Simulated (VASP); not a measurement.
Write the native input for VASP 6.6.1 that does the following.

| Quantity | Value |
| --- | --- |
| Task | relaxation of cell and atoms |
| Functional | PBEsol |
| Potentials or basis | VASP PAW PBE potentials, release 64 (Al, Ga_d, As) |
| Cutoff | 600 eV |
| k mesh | 6 × 6 × 5 |
| Occupations | gaussian, width 0.03 eV |
| Spin | no spin polarisation |
| Further INCAR settings | ALGO = Normal; EDIFF = 1e-06; IBRION = 2; EDIFFG = -0.01; NSW = 90; ISIF = 3 |

The structure of Al3Ga5As8 lies in POSCAR:

```
Al3Ga5As8
1.0
   -5.6563625000      5.6563625000      0.0000000000
   -5.6563625000      0.0000000000      5.6563625000
    0.0000000000      5.6563625000      5.6563625000
Al Ga As
3 5 8
Direct
    0.0000000000      0.0000000000      0.0000000000
    0.5000000000      0.0000000000      0.0000000000
    0.0000000000      0.5000000000      0.0000000000
    0.0000000000      0.0000000000      0.5000000000
    0.5000000000      0.5000000000      0.0000000000
    0.5000000000      0.0000000000      0.5000000000
    0.0000000000      0.5000000000      0.5000000000
    0.5000000000      0.5000000000      0.5000000000
    0.8750000000      0.8750000000      0.3750000000
    0.3750000000      0.8750000000      0.3750000000
    0.8750000000      0.3750000000      0.3750000000
    0.8750000000      0.8750000000      0.8750000000
    0.3750000000      0.3750000000      0.3750000000
    0.3750000000      0.8750000000      0.8750000000
    0.8750000000      0.3750000000      0.8750000000
    0.3750000000      0.3750000000      0.8750000000
```

The cell was built by a generator and needn't be a form met in nature.

These files were run (other wordings do the same):

INCAR

```
SYSTEM = Al3Ga5As8
PREC = Accurate
ENCUT = 600
EDIFF = 1E-6
ISMEAR = 0
SIGMA = 0.03
LREAL = .FALSE.
LASPH = .TRUE.
NELM = 80
ALGO = Normal
ISIF = 3
LWAVE = .FALSE.
LCHARG = .FALSE.
GGA = PS
IBRION = 2
NSW = 90
EDIFFG = -0.01
KPAR = 4
```

KPOINTS

```
Automatic mesh
0
G
  6 6 5
  0 0 0
```

Potentials or basis: VASP PAW PBE potentials, release 64 (Al, Ga_d, As).

Command:

```bash
$ cat potpaw_PBE.64/Al/POTCAR potpaw_PBE.64/Ga_d/POTCAR potpaw_PBE.64/As/POTCAR > POTCAR
$ mpirun -np 4 vasp_std > vasp.out
```

Results of the run:

```
Relaxed volume                         : 22.80 Å³/atom
Relaxed cell                           : a = 8.020 Å, b = 8.020 Å, c = 8.020 Å, α = 60.00°, β = 60.00°, γ = 60.00°
Space group after relaxing (to 0.05 Å) : R3m (No. 160)
Energy gained by relaxing              : 0.3 meV/atom
Ionic steps                            : 6
Pressure after relaxing                : 0.0 GPa
Largest force after relaxing           : 0.005 eV/Å
Band gap on the k mesh                 : 0.73 eV, direct
```

Caveat: the PAW data sets were made with another functional, which shifts forces and pressure a little.

Wall time 21 min on 4 MPI ranks on Intel(R) Xeon(R) 6975P-C (Granite Rapids) (shared host), peak memory 1.5 GiB a rank.
